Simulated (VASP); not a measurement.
Output of a VASP run:

### OUTCAR
```
 ion  position               nearest neighbor table
   1  0.500  0.000  0.000-  23 2.57   3 2.57   5 2.57   7 2.57   8 2.57  13 2.57  15 2.57  22 2.57
                             2 2.57  18 2.57   9 2.59  30 2.62
   2  0.750  0.250  0.000-  23 2.53   9 2.53   4 2.57   6 2.57   1 2.57  13 2.57  14 2.57  16 2.57
                             3 2.57  28 2.57  10 2.57  24 2.59
   3  0.750  0.000  0.250-  18 2.55  12 2.56   4 2.57   7 2.57  11 2.57   1 2.57  16 2.57   2 2.57
                            19 2.57  25 2.57   9 2.58  21 2.59
   4  0.000  0.000  0.000-   2 2.57   3 2.57   5 2.57   7 2.57   8 2.57  13 2.57  15 2.57  16 2.57
                            22 2.57  25 2.57  28 2.57  31 2.57
   5  0.250  0.250  0.000-  23 2.54  17 2.55  29 2.56   8 2.57  14 2.57  16 2.57   1 2.57  22 2.57
                             4 2.57  28 2.57   6 2.57   9 2.58
   6  0.500  0.500  0.000-  23 2.50   9 2.52  17 2.57   2 2.57  15 2.57   5 2.57   7 2.57  30 2.57
                            24 2.59  10 2.60  29 2.60  18 2.63
   7  0.750  0.750  0.000-  24 2.53   3 2.57   4 2.57   6 2.57  13 2.57  14 2.57   1 2.57  25 2.57
                            31 2.57  30 2.58  18 2.61  10 2.62
   8  0.250  0.000  0.250-  18 2.53  20 2.55  27 2.55  11 2.57  15 2.57  16 2.57   1 2.57  19 2.57
                             4 2.57  25 2.57   5 2.57   9 2.62
   9  0.504  0.257  0.248-  10 2.49  17 2.51   6 2.52   2 2.53  32 2.57   5 2.58   3 2.58   1 2.59
                            12 2.59  20 2.59  11 2.61   8 2.62
  10  0.750  0.496  0.256-   9 2.49  26 2.54  16 2.55  32 2.55  21 2.56  12 2.57   2 2.57  25 2.59
                             6 2.60  14 2.60   7 2.62  18 2.62
  11  0.500  0.000  0.500-  18 2.51  12 2.54  20 2.55  30 2.56   8 2.57   3 2.57  22 2.57  13 2.57
                            27 2.58  21 2.61   9 2.61  23 2.63
  12  0.751  0.244  0.504-  13 2.51  19 2.53  28 2.54  11 2.54   3 2.56  10 2.57  23 2.58  16 2.58
                             9 2.59  26 2.59  24 2.62  32 2.63
  13  0.750  0.000  0.750-  12 2.51  21 2.57   4 2.57   7 2.57  11 2.57   1 2.57  19 2.57   2 2.57
                            28 2.57  31 2.57  30 2.58  23 2.59
  14  0.000  0.500  0.000-  24 2.54   5 2.57   7 2.57  15 2.57  16 2.57   2 2.57  25 2.57  28 2.57
                            31 2.57  29 2.58  17 2.60  10 2.60
  15  0.250  0.750  0.000-   1 2.57   4 2.57   6 2.57   8 2.57  14 2.57  22 2.57  25 2.57  31 2.57
                            18 2.59  30 2.61  17 2.61  29 2.62
  16  0.000  0.250  0.250-  10 2.55  17 2.55   4 2.57   5 2.57   8 2.57   2 2.57  14 2.57   3 2.57
                            19 2.57  26 2.57  20 2.57  12 2.58
  17  0.253  0.494  0.252-   9 2.51  20 2.53  32 2.55   5 2.55  16 2.55  27 2.55   6 2.57  26 2.57
                            14 2.60  18 2.61  15 2.61  25 2.62
  18  0.499  0.756  0.256-  27 2.51  11 2.51   8 2.53   3 2.55  32 2.56   1 2.57  21 2.58  15 2.59
                             7 2.61  17 2.61  10 2.62   6 2.63
  19  0.000  0.000  0.500-  12 2.53  21 2.55  20 2.56  13 2.57  16 2.57   8 2.57   3 2.57  22 2.57
                            25 2.57  28 2.57  31 2.57  27 2.58
  20  0.251  0.248  0.500-  17 2.53  29 2.53  11 2.55   8 2.55  22 2.56  19 2.56  16 2.57  28 2.58
                            26 2.59  32 2.59   9 2.59  23 2.60
  21  0.755  0.748  0.503-  24 2.52  31 2.53  26 2.53  30 2.54  19 2.55  25 2.56  10 2.56  13 2.57
                            32 2.57  18 2.58   3 2.59  11 2.61
  22  0.250  0.000  0.750-  20 2.56   4 2.57   5 2.57  11 2.57  15 2.57  19 2.57   1 2.57  28 2.57
                            31 2.57  30 2.60  27 2.61  23 2.61
  23  0.501  0.256  0.756-   6 2.50   2 2.53  29 2.53   5 2.54   1 2.57  32 2.58  12 2.58  24 2.58
                            13 2.59  20 2.60  22 2.61  11 2.63
  24  0.755  0.506  0.751-  31 2.51  21 2.52  30 2.53   7 2.53  14 2.54  26 2.55  28 2.57  23 2.58
                             6 2.59   2 2.59  32 2.59  12 2.62
  25  0.000  0.750  0.250-  27 2.54  21 2.56   7 2.57   8 2.57  14 2.57  15 2.57  19 2.57   3 2.57
                            26 2.57   4 2.57  10 2.59  17 2.62
  26  0.000  0.500  0.500-  21 2.53  29 2.54  10 2.54  24 2.55  27 2.55  16 2.57  28 2.57  25 2.57
                            31 2.57  17 2.57  20 2.59  12 2.59
  27  0.250  0.748  0.495-  18 2.51  32 2.54  25 2.54  17 2.55  26 2.55   8 2.55  30 2.58  19 2.58
                            11 2.58  29 2.59  31 2.59  22 2.61
  28  0.000  0.250  0.750-  29 2.53  12 2.54   5 2.57   2 2.57  13 2.57  14 2.57  19 2.57  22 2.57
                            26 2.57   4 2.57  24 2.57  20 2.58
  29  0.248  0.495  0.746-  28 2.53  23 2.53  20 2.53  26 2.54  32 2.55   5 2.56  14 2.58  31 2.58
                            27 2.59  30 2.60   6 2.60  15 2.62
  30  0.502  0.746  0.745-  32 2.49  24 2.53  21 2.54  11 2.56   6 2.57  13 2.58  27 2.58   7 2.58
                            29 2.60  22 2.60  15 2.61   1 2.62
  31  0.000  0.750  0.750-  24 2.51  21 2.53  13 2.57  14 2.57  15 2.57  19 2.57   4 2.57  22 2.57
                             7 2.57  26 2.57  29 2.58  27 2.59
  32  0.499  0.503  0.502-  30 2.49  27 2.54  17 2.55  29 2.55  10 2.55  18 2.56  21 2.57   9 2.57
                            23 2.58  20 2.59  24 2.59  12 2.63
 Subroutine IBZKPT returns following result:
 Found     14 irreducible k-points:

 Following reciprocal coordinates:
            Coordinates               Weight
  0.000000  0.000000  0.000000      1.000000
  0.333333  0.000000  0.000000      2.000000
  0.000000  0.333333  0.000000      2.000000
  0.000000  0.000000  0.333333      2.000000
  0.333333  0.333333  0.000000      2.000000
  0.000000  0.333333  0.333333      2.000000
  0.333333  0.000000  0.333333      2.000000
 -0.333333  0.333333  0.000000      2.000000
 -0.333333  0.000000  0.333333      2.000000
  0.000000 -0.333333  0.333333      2.000000
...
```

OSZICAR:
```
...
DAV:   1    -0.118634230269E+03    0.22433E-02   -0.12972E+00  6168   0.251E+00    0.100E-01
RMM:   2    -0.118636288357E+03   -0.20581E-02   -0.21140E-02  5963   0.766E-01    0.607E-02
RMM:   3    -0.118637643458E+03   -0.13551E-02   -0.13457E-02  8169   0.328E-01    0.640E-02
RMM:   4    -0.118637725104E+03   -0.81646E-04   -0.14627E-03  8017   0.840E-02    0.570E-02
RMM:   5    -0.118637734159E+03   -0.90552E-05   -0.11908E-04  5080   0.238E-02    0.607E-02
RMM:   6    -0.118637759438E+03   -0.25279E-04   -0.39581E-05  3830   0.225E-02    0.709E-02
RMM:   7    -0.118637943628E+03   -0.18419E-03   -0.31343E-04  6816   0.399E-02    0.120E-01
RMM:   8    -0.118638140584E+03   -0.19696E-03   -0.14713E-04  6219   0.309E-02    0.156E-01
RMM:   9    -0.118638047680E+03    0.92904E-04   -0.13968E-05  3543   0.119E-02    0.143E-01
RMM:  10    -0.118637822484E+03    0.22520E-03   -0.38522E-03 10799   0.117E-01    0.878E-02
RMM:  11    -0.118637656957E+03    0.16553E-03   -0.40910E-04  7260   0.433E-02    0.130E-02
RMM:  12    -0.118637656397E+03    0.55944E-06   -0.51730E-05  3841   0.208E-02
   6 F= -.11863766E+03 E0= -.11863581E+03  d E =-.225962E-01
       N       E                     dE             d eps       ncg     rms          rms(c)
DAV:   1    -0.118638484611E+03   -0.82765E-03   -0.19438E+00  6277   0.326E+00    0.896E-02
RMM:   2    -0.118640601677E+03   -0.21171E-02   -0.22148E-02  5940   0.819E-01    0.685E-02
RMM:   3    -0.118641799885E+03   -0.11982E-02   -0.12679E-02  8081   0.374E-01    0.764E-02
RMM:   4    -0.118641789366E+03    0.10519E-04   -0.64319E-04  7478   0.735E-02    0.670E-02
RMM:   5    -0.118641759161E+03    0.30204E-04   -0.40001E-05  4397   0.286E-02    0.591E-02
RMM:   6    -0.118641689631E+03    0.69531E-04   -0.35826E-04  8367   0.562E-02    0.320E-02
RMM:   7    -0.118641679368E+03    0.10263E-04   -0.30009E-05  3779   0.261E-02    0.220E-02
RMM:   8    -0.118641672668E+03    0.66997E-05   -0.14437E-05  3376   0.191E-02
   7 F= -.11864167E+03 E0= -.11863962E+03  d E =-.401627E-02
       N       E                     dE             d eps       ncg     rms          rms(c)
DAV:   1    -0.118636305863E+03    0.53735E-02   -0.44721E+00  6276   0.495E+00    0.140E-01
RMM:   2    -0.118641245203E+03   -0.49393E-02   -0.51828E-02  5938   0.125E+00    0.121E-01
RMM:   3    -0.118644035900E+03   -0.27907E-02   -0.30125E-02  8197   0.577E-01    0.116E-01
RMM:   4    -0.118643998748E+03    0.37152E-04   -0.12776E-03  7397   0.101E-01    0.104E-01
RMM:   5    -0.118643916093E+03    0.82656E-04   -0.10524E-04  5691   0.497E-02    0.905E-02
RMM:   6    -0.118643729085E+03    0.18701E-03   -0.71429E-04  8375   0.793E-02    0.368E-02
RMM:   7    -0.118643714900E+03    0.14184E-04   -0.41120E-05  4354   0.301E-02    0.243E-02
RMM:   8    -0.118643708549E+03    0.63512E-05   -0.16961E-05  3423   0.223E-02
   8 F= -.11864371E+03 E0= -.11864137E+03  d E =-.605215E-02
       N       E                     dE             d eps       ncg     rms          rms(c)
DAV:   1    -0.118643328187E+03    0.38671E-03   -0.98982E-01  6304   0.233E+00    0.605E-02
RMM:   2    -0.118644399323E+03   -0.10711E-02   -0.11239E-02  5969   0.580E-01    0.417E-02
RMM:   3    -0.118645011566E+03   -0.61224E-03   -0.64264E-03  7988   0.267E-01    0.535E-02
RMM:   4    -0.118645013994E+03   -0.24277E-05   -0.38837E-04  6449   0.568E-02    0.482E-02
RMM:   5    -0.118645005393E+03    0.86009E-05   -0.27972E-05  3763   0.258E-02
   9 F= -.11864501E+03 E0= -.11864271E+03  d E =-.129684E-02
```

File OUTCAR:
```
------------------------ aborting loop because EDIFF is reached ----------------------------------------
  FORCE on cell =-STRESS in cart. coord.  units (eV):
  Direction    XX          YY          ZZ          XY          YZ          ZX
  --------------------------------------------------------------------------------------
  Total        5.3655530      5.3686100      5.3661080     -0.0013754     -0.0004353      0.0053074
  in kB       22.4375638     22.4503473     22.4398845     -0.0057517     -0.0018202      0.0221944
  external PRESSURE =      22.4425985 kB  Pullay stress =       0.0000000 kB
  volume of cell :      383.13
      direct lattice vectors                 reciprocal lattice vectors
     7.263006909  0.000000000  0.000000000     0.137684022  0.000000000  0.000000000
     0.000000000  7.263006909  0.000000000     0.000000000  0.137684022  0.000000000
     0.000000000  0.000000000  7.263006909     0.000000000  0.000000000  0.137684022
 POSITION                                       TOTAL-FORCE (eV/Angst)
 -----------------------------------------------------------------------------------
      3.63506      7.25924      0.00322        -0.001191      0.014556     -0.001224
      5.45952      1.80926      0.00186        -0.013918     -0.002098      0.005070
      5.45794      7.26182      1.81127        -0.008435      0.001683      0.008475
      0.00395      7.26064      0.00258        -0.001812      0.003558      0.000842
      1.81062      1.80908      0.00232         0.017640     -0.003543      0.003055
      3.63569      3.63288      0.00343        -0.001982     -0.007757     -0.001726
      5.45694      5.45376      0.00409        -0.002118     -0.014598     -0.004003
      1.81277      7.26187      1.80953         0.007779      0.004446      0.016761
      3.63599      1.77371      1.77650         0.001528     -0.000093      0.001043
      5.49125      3.63107      1.77825         0.008775     -0.006443     -0.000008
      3.63544      7.26246      3.63577        -0.000965     -0.000634     -0.003642
      5.49040      1.77269      3.63688         0.012646     -0.009509     -0.005796
      5.45706      7.25867      5.45981        -0.006026      0.012749     -0.021465
      0.00524      3.62965      0.00354        -0.007712      0.005575      0.001910
      1.81325      5.45288      0.00415         0.003447     -0.010706     -0.004373
      0.00261      1.80505      1.81186         0.002188      0.018550      0.007780
      1.78087      3.62846      1.77948        -0.004514      0.003207     -0.000892
      3.63447      5.48700      1.78179         0.004689     -0.003815     -0.006424
      0.00510      7.26074      3.63374        -0.005754      0.008136      0.002357
      1.78142      1.77345      3.63393        -0.008568     -0.004051      0.003282
      5.49348      5.48734      3.63389        -0.001632     -0.004012      0.002021
      1.81316      7.26190      5.45729         0.006522     -0.000746     -0.008211
      3.63551      1.77577      5.49513         0.000632     -0.010356     -0.006533
      5.49476      3.63335      5.49114        -0.001997     -0.011303      0.004234
      0.00530      5.45352      1.81032        -0.007817     -0.015474      0.011677
      0.00364      3.62679      3.63315         0.001602      0.012080      0.003354
      1.77888      5.48557      3.63225         0.003301     -0.002690      0.006742
      0.00396      1.80387      5.45720        -0.001973      0.024524     -0.012620
      1.77778      3.63100      5.49060         0.002118     -0.008175     -0.003740
      3.63243      5.48571      5.48897         0.013060      0.002900      0.007769
      0.00528      5.45369      5.45711        -0.003146     -0.010108     -0.007685
      3.63790      3.62857      3.63662        -0.006368      0.014148      0.001970
 -----------------------------------------------------------------------------------
    total drift:                               -0.017753      0.015847     -0.005654
  FREE ENERGIE OF THE ION-ELECTRON SYSTEM (eV)
  ---------------------------------------------------
  free  energy   TOTEN  =      -118.6450053928 eV

  energy  without entropy=     -118.6381164297  energy(sigma->0) =     -118.64270907

 reached required accuracy - stopping structural energy minimisation
```
(Selected blocks of OUTCAR.)

### POSCAR
```
AuCu31
1
    7.2630069094     0.0000000000     0.0000000000
    0.0000000000     7.2630069094    -0.0000000000
   -0.0000000000    -0.0000000000     7.2630069094
Cu Au
31 1
Direct
  0.5000000000   0.0000000000   0.0000000000
  0.7500000000   0.2500000000   0.0000000000
  0.7500000000   0.0000000000   0.2500000000
  0.0000000000   0.0000000000   0.0000000000
  0.2500000000   0.2500000000   0.0000000000
  0.5000000000   0.5000000000   0.0000000000
  0.7500000000   0.7500000000   0.0000000000
  0.2500000000   0.0000000000   0.2500000000
  0.5042020000   0.2565130000   0.2476870000
  0.7497010000   0.4955530000   0.2555750000
  0.5000000000   0.0000000000   0.5000000000
  0.7513240000   0.2436300000   0.5044960000
  0.7500000000   0.0000000000   0.7500000000
  0.0000000000   0.5000000000   0.0000000000
  0.2500000000   0.7500000000   0.0000000000
  0.0000000000   0.2500000000   0.2500000000
  0.2528240000   0.4936110000   0.2524890000
  0.4988780000   0.7555800000   0.2561660000
  0.0000000000   0.0000000000   0.5000000000
  0.2512090000   0.2476640000   0.4996570000
  0.7550290000   0.7477290000   0.5026420000
  0.2500000000   0.0000000000   0.7500000000
  0.5013510000   0.2560940000   0.7564470000
  0.7547130000   0.5058940000   0.7511660000
  0.0000000000   0.7500000000   0.2500000000
  0.0000000000   0.5000000000   0.5000000000
  0.2497960000   0.7475570000   0.4949790000
  0.0000000000   0.2500000000   0.7500000000
  0.2475970000   0.4945380000   0.7461230000
  0.5022810000   0.7457500000   0.7447620000
  0.0000000000   0.7500000000   0.7500000000
  0.4992130000   0.5031860000   0.5017950000
```

Question: Write an INCAR and KPOINTS that could have produced this output.

Answer: One answer among several that fit: the input of the run itself, PBE GGA, plane waves, VASP's PBE PAW potentials (set 64).

**INCAR**
```
SYSTEM = AuCu31
PREC = Normal
ENCUT = 400
EDIFF = 1E-5
NELM = 100
ALGO = Fast
LREAL = Auto
LASPH = .TRUE.
ISMEAR = 1
SIGMA = 0.1
GGA = PE
LMAXMIX = 6
LWAVE = .FALSE.
LCHARG = .FALSE.
NELMIN = 4
ISYM = 0
IBRION = 2
ISIF = 2
NSW = 60
EDIFFG = -0.03
```

File KPOINTS:
```
Regular mesh
0
Gamma
3 3 3
```

POTCAR, in this order: Cu Au (PBE.64 set). Program: vasp_std.

The cell is a supercell with a defect, built from Cu (fcc): Au_Cu. The run is not spin-polarised, so no state with unpaired spins was tried.
